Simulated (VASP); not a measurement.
Given:

```
CdS
1.0
    0.00000     2.96837     2.96837
    2.96837     0.00000     2.96837
    2.96837     2.96837     0.00000
Cd S
1 1
Direct
  0.00000   0.00000   0.00000
  0.25000   0.25000   0.25000
```

All values below come from Hartree-Fock, VASP's PBE PAW potentials (set 64) (plane waves; VASP 6.6.1). Numerical set-up: 520 eV cut-off, 6×6×6 Γ-centred mesh, Gaussian smearing of 0.050 eV, potentials Cd S.

Estimate the energy per atom (σ→0), pressure, band gap (over the mesh, the named points and PBE's band edges) with the smallest direct gap where there is one.

```yaml
band gap (over the mesh, the named points and PBE's band edges): 8.28 eV
smallest direct gap (over the mesh, the named points and PBE's band edges): 8.28 eV
energy per atom (σ→0): -6.376 eV/atom
pressure: 3.17 GPa
```

The absolute energy has meaning only against runs of the same code, potentials and settings.

The compound is CdS in the zinc blende structure, a metastable form; wurtzite is the usual one. It was relaxed first, which changed the volume by +6 %.
